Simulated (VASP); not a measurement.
Given:

```xyz
2
Lattice="3.8146 0.0000 0.0000 0.0000 3.8146 0.0000 0.0000 0.0000 3.8146" Properties=species:S:1:pos:R:3 pbc="T T T"
Cs     0.0000     0.0000     0.0000
H      1.9073     1.9073     1.9073
```

Computed with LDA (Ceperley-Alder, Perdew-Zunger), VASP's LDA PAW potentials (set 64) (plane waves; VASP). Run with 300 eV cut-off, 7×7×7 Γ-centred mesh, Gaussian smearing of 0.010 eV, potentials Cs_sv H.

At this cut-off the stress carries a Pulay error, which pulls relaxed volumes low. Energy and stress use the plane-wave basis of the starting cell.

### Question
The ions, cell shape and volume are relaxed. Give the cell that the relaxation ends in.

### Answer

```xyz
2
Lattice="3.6304 0.0000 0.0000 0.0000 3.6304 0.0000 0.0000 0.0000 3.6304" Properties=species:S:1:pos:R:3 pbc="T T T"
Cs     0.0000     0.0000     0.0000
H      1.8152     1.8152     1.8152
```
Space group Pm-3m (221), at a tolerance of 0.03 Å.

### Question
How do energy and volume change from the first to the last step?

### Answer
The energy (σ→0) changes by -30.8 meV/atom and the volume by -13.8 %, in 5 ionic steps.

The structure comes from a computed database's CsH entry (Pm-3m); how it stands against other phases isn't given here. This run relaxes it. Symmetry was kept, so distortions that lower it aren't found. The run is one of a series of settings (EDIFFG = -0.01, IBRION = 2, ISIF = 3, NSW = 50 against the base run), some of them coarse on purpose.
